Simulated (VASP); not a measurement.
Energy against volume of SiC (wurtzite). Calculation: LDA (Ceperley-Alder, Perdew-Zunger), VASP's LDA PAW potentials (set 64) (plane waves; VASP). Run with 520 eV cut-off, 8×8×5 Γ-centred mesh, Gaussian smearing of 0.050 eV, potentials Si C.

Shape and ions are relaxed at each volume.

```
V (Å³/atom)  E (eV/atom)
-----------  -----------
9.551           -8.28920
9.855           -8.31154
10.160          -8.31868
10.465          -8.31268
```

Q: Fit these four points and predict the energy of the run at 10.770 Å³/atom.

A: A cubic in V^(−2/3), the third-order Birch-Murnaghan form, passes through the four points with V0 = 10.17 Å³/atom and B0 = 229 GPa, and gives -8.2954 eV/atom there. The run gave -8.2953 eV/atom, +0.1 meV/atom from the fit; all five points give B0 = 229 GPa.

The compound is SiC in the wurtzite structure, the rare 2H polytype. It was relaxed first.
